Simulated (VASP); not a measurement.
# PmHf (P-6m2) in VASP: equation of state

Aim: energy against volume of PmHf in PBE, for its equilibrium volume and stiffness.

Program: VASP 6.6.1. These are calculated values, not measurements. Logs are shortened: lines on timing, memory, paths and dates and some standing lists are left out, and cuts for length are marked.

**1. The crystal as given**

Symmetry: P-6m2, No. 187, hexagonal system. Conventional cell: a = 3.375 Å, b = 3.375 Å, c = 5.553 Å, α = 90.00°, β = 90.00°, γ = 120.00°. Hf (site symmetry -6m2) is surrounded by 6 Hf at 3.37 Å and 6 Pm at 3.39 Å. Pm (site symmetry -6m2) has 6 Pm at 3.37 Å and 6 Hf at 3.39 Å as nearest neighbours.

The cell comes from a database or a generator and needn't be the stable form of this composition.

**2. Equation of state, PBE, collinear spin, ferromagnetic start, 25.74 Å³/atom (volume scaled by 0.94)**

Input file INCAR:

```
  PREC = Accurate
  ENCUT = 520
  EDIFF = 1E-7
  ISMEAR = -1
  SIGMA = 0.05
  LREAL = F
  LASPH = T
  NELM = 120
  ALGO = Normal
  ISIF = 2
  LWAVE = F
  LCHARG = F
  ISPIN = 2
  MAGMOM = 0 4
  LORBIT = 11
  LMAXMIX = 6
  GGA = PE
  NBANDS = 24
```

Input file KPOINTS:

```
regular mesh
0
Gamma
  9 9 5
```

Input file POSCAR:

```
PmHf
1.0
    3.3057733370      0.0000000000      0.0000000000
   -1.6528866685      2.8628836890      0.0000000000
    0.0000000000      0.0000000000      5.4394055814
Hf Pm
1 1
Direct
    0.3333333333      0.6666666667      0.5000000000
    0.0000000000      0.0000000000      0.0000000000
```

Potentials or basis: VASP PAW PBE potentials, release 64 (Hf_pv, Pm).

The run is started by

```bash
$ cat potpaw_PBE.64/Hf_pv/POTCAR potpaw_PBE.64/Pm/POTCAR > POTCAR
$ mpirun -np 1 vasp_std > vasp.out
```

OUTCAR:

```text
PREC = Accurate
   ENCUT = 520
   EDIFF = 1E-7
   ISMEAR = -1
   LREAL = F
   LASPH = T
   NELM = 120
   ISIF = 2
   ISPIN = 2
   LORBIT = 11
   GGA = PE

 Found     36 irreducible k-points:

 Following reciprocal coordinates:
            Coordinates               Weight
  0.000000  0.000000  0.000000      1.000000
  0.111111  0.000000  0.000000      6.000000
  0.222222  0.000000  0.000000      6.000000
  0.333333 -0.000000  0.000000      6.000000
  0.444444  0.000000  0.000000      6.000000
  0.111111  0.111111  0.000000      6.000000
   k-points           NKPTS =     36   k-points in BZ     NKDIM =     36   number of bands    NBANDS=     24
   number of dos      NEDOS =    301   number of ions     NIONS =      2
   total plane-waves  NPLWV =  31360
   dimension x,y,z NGX =    28 NGY =   28 NGZ =   40
   dimension x,y,z NGXF=    56 NGYF=   56 NGZF=   80
   ions per type =               1   1
   NGX,Y,Z   is equivalent  to a cutoff of  14.08, 14.08, 12.23 a.u.
   NGXF,Y,Z  is equivalent  to a cutoff of  28.16, 28.16, 24.45 a.u.
 SYSTEM =  unknown system
   PREC   = accura    normal or accurate (medium, high low for compatibility)
   ISTART =      0    job   : 0-new  1-cont  2-samecut
   ICHARG =      2    charge: 1-file 2-atom 10-const
   ISPIN  =      2    spin polarized calculation?
   LNONCOLLINEAR =      F non collinear calculations
   LSORBIT =      F    spin-orbit coupling
   LASPH  =      T    aspherical Exc in radial PAW
   ENCUT  =  520.0 eV  38.22 Ry    6.18 a.u.   6.15  6.15 10.11*2*pi/ulx,y,z
   NELM   =    120;   NELMIN=  2; NELMDL= -5     # of ELM steps
   EDIFF  = 0.1E-06   stopping-criterion for ELM
   LREAL  =      F    real-space projection
   EDIFFG = 0.1E-05   stopping-criterion for IOM
   NSW    =      0    number of steps for IOM
   IBRION =     -1    ionic relax: 0-MD 1-quasi-New 2-CG
   NFREE  =      0    steps in history (QN), initial steepest desc. (CG)
   ISIF   =      2    stress and relaxation
   ISYM   =      2    0-nonsym 1-usesym 2-fastsym
   POTIM  = 0.5000    time-step for ionic-motion
   TEBEG  =    0.0;   TEEND  =   0.0 temperature during run
   PSTRESS=    0.0 pullay stress
   NELECT =      25.0000    total number of electrons
   NUPDOWN=      -1.0000    fix difference up-down
   EMIN   =  10.00;   EMAX   =-10.00  energy-range for DOS
   EFERMI =   0.00;   METHOD = LEGACY
   ISMEAR =    -1;   SIGMA  =   0.05  broadening in eV -4-tet -1-fermi 0-gaus
   EFERMI_NEDOS =   21; number of points for ismear=-14 and -15
   IALGO  =     38    algorithm
   IMIX   =      4    mixing-type and parameters
     AMIX     =   0.40;   BMIX     =  1.00
     AMIX_MAG =   1.60;   BMIX_MAG =  1.00
  volume/ion in A,a.u.               =      25.74       173.70
  Fermi-wavevector in a.u.,A,eV,Ry     =   1.286803  2.431705 22.529373  1.655862
  Thomas-Fermi vector in A             =   2.418856
   LORBIT       =     11    0 simple, 1 ext, 2 COOP (PROOUT), +10 PAW based schemes
   GGA     = PE    functional components
   LHFCALC =     F    Hartree Fock is set to
   AEXX    =    0.0000 exact exchange contribution
   IVDW    =     0    specifies the selected vdW correction
   LEPSILON=     F    determine dielectric tensor
   LRPA    =     F    only Hartree local field effects (RPA)
 spin polarized calculation
  energy-cutoff  :      520.00
  volume of cell :       51.48
 maximum number of plane-waves:      1404
 NGX is ok and might be reduce to    28
   NGX = 13   NGY = 13   NGZ = 21

 number of electron      24.9999999 magnetization       5.0523470

 Free energy of the ion-electron system (eV)
  ---------------------------------------------------
  ext. energy  EPLUGINS =         0.00000000
  ---------------------------------------------------
  free energy    TOTEN  =       -17.26446957 eV

  energy without entropy =      -17.21633910  energy(sigma->0) =      -17.24040433

 E-fermi :   6.0512     XC(G=0): -10.9149

 val. band max:        6.0469162108   @ k =   0.0000   0.0000   0.2000
 cond. band min:       6.0529455406   @ k =   0.2222   0.0000   0.4000
 fundamental gap:      0.0060293298
 Fermi energy:         6.0512463609

 spin component 1

 k-point     1 :       0.0000    0.0000    0.0000
  band No.  band energies     occupation
      1     -32.4234      1.00000
      2     -24.7746      1.00000
      3     -24.4303      1.00000
      4     -24.4303      1.00000
      5     -12.8309      1.00000
      6     -11.9450      1.00000
[... 16 lines left out ...]
     23       9.1965      0.00000
     24       9.1965      0.00000
[... 112 lines left out ...]
      2     -24.7538      1.00000
      3     -24.5554      1.00000
      4     -24.4653      1.00000
      5     -12.7418      1.00000
      6     -12.5717      1.00000
[... 16 lines left out ...]
     23       8.8255      0.00000
     24      10.0418      0.00000

 [... further k-points ...]

 spin component 2

 k-point     1 :       0.0000    0.0000    0.0000
  band No.  band energies     occupation
      1     -30.3191      1.00000
      2     -24.7547      1.00000
      3     -24.4337      1.00000
      4     -24.4337      1.00000
      5     -11.3405      1.00000
      6     -10.2931      1.00000
[... 16 lines left out ...]
     23       9.7175      0.00000
     24       9.7301      0.00000
[... 112 lines left out ...]
      2     -24.7343      1.00000
      3     -24.5589      1.00000
      4     -24.4688      1.00000
      5     -11.2404      1.00000
      6     -10.9638      1.00000
[... 16 lines left out ...]
     23       9.9110      0.00000
     24      11.3512      0.00000

 [... further k-points ...]

------------------------ aborting loop because EDIFF is reached ----------------------------------------

  FORCE on cell =-STRESS in cart. coord.  units (eV):
  Direction    XX          YY          ZZ          XY          YZ          ZX
  --------------------------------------------------------------------------------------
  -------------------------------------------------------------------------------------
  Total        0.0268985      0.0268985      0.7740429      0.0000000     -0.0000000     -0.0000000
  in kB        0.8371633      0.8371633     24.0905877      0.0000000     -0.0000000     -0.0000000
  external PRESSURE =       8.5883047 kB  Pullay stress =       0.0000000 kB

 VOLUME and BASIS-vectors are now :
 -----------------------------------------------------------------------------
  energy-cutoff  :      520.00
  volume of cell :       51.48
      direct lattice vectors                 reciprocal lattice vectors
     3.305773337  0.000000000  0.000000000     0.302501079  0.174649079  0.000000000
    -1.652886669  2.862883689  0.000000000     0.000000000  0.349298158  0.000000000
     0.000000000  0.000000000  5.439405581     0.000000000  0.000000000  0.183843618

 POSITION                                       TOTAL-FORCE (eV/Angst)
 -----------------------------------------------------------------------------------
     -0.00000      1.90859      2.71970         0.000000      0.000000      0.000000
      0.00000      0.00000      0.00000        -0.000000     -0.000000      0.000000
 -----------------------------------------------------------------------------------
    total drift:                                0.000000     -0.000000     -0.000000

  FREE ENERGIE OF THE ION-ELECTRON SYSTEM (eV)
  ---------------------------------------------------
  free  energy   TOTEN  =       -17.2644695678 eV

  energy  without entropy=      -17.2163390984  energy(sigma->0) =      -17.24040433

 total charge

# of ion       s       p       d       f       tot
--------------------------------------------------
    1        0.402   6.283   1.475   0.000   8.159
    2        2.056   5.484   0.660   4.320  12.520
--------------------------------------------------
tot          2.458  11.766   2.135   4.320  20.679

 magnetization (x)

# of ion       s       p       d       f       tot
--------------------------------------------------
    1       -0.002   0.038   0.003   0.000   0.039
    2        0.001   0.032   0.192   4.256   4.480
--------------------------------------------------
tot         -0.002   0.071   0.194   4.256   4.519
```

Run time: 86 s. Hardware: 1 thread of Intel Xeon 6975P-C (Granite Rapids), shared host; peak memory 0.25 GiB.

Results:

```yaml
Free_energy: -17.2645 eV
Pressure: 0.9 GPa
Band_gap_on_the_k_mesh: none (metal or under the smearing width)
Net_moment: 5.05 μB per cell
Site_moments: Hf +0.04; Pm +4.48 μB
Valence_electrons_inside_the_program's_atomic_spheres: Hf 8.16; Pm 12.52
```

Caveat: the magnetic or orbital state may not be the lowest; without U or exact exchange the open f shell lies at the Fermi level, which spoils levels, moments and volumes.

(Continued in part 2 of 2.)
